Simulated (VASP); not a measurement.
Consider the following.

```
CELL_PARAMETERS angstrom
      1.79948    -3.11679     0.00000
      1.79948     3.11679     0.00000
      0.00000     0.00000     5.82680
ATOMIC_POSITIONS crystal
  Hf 0.00000 0.00000 0.00000
  S  0.33333 0.66667 0.24940
  S  0.66667 0.33333 0.75060
```

Method: vdW-DF-cx, VASP's PBE PAW potentials (set 64) (plane waves; VASP). Numerical set-up: 520 eV cut-off, Gaussian smearing of 0.050 eV, potentials Hf_pv S.

Unless said otherwise, spin-orbit coupling is left out, though it shifts the bands of the heavy elements here.

Q: What does the run give for the band gap (along the path) with the smallest direct gap where there is one?

A: 
```yaml
band gap (along the path): 0.89 eV
smallest direct gap (along the path): 1.83 eV
```

The absolute energy has meaning only against runs of the same code, potentials and settings.

The compound is HfS2 in the 1T layered structure. It was relaxed first.
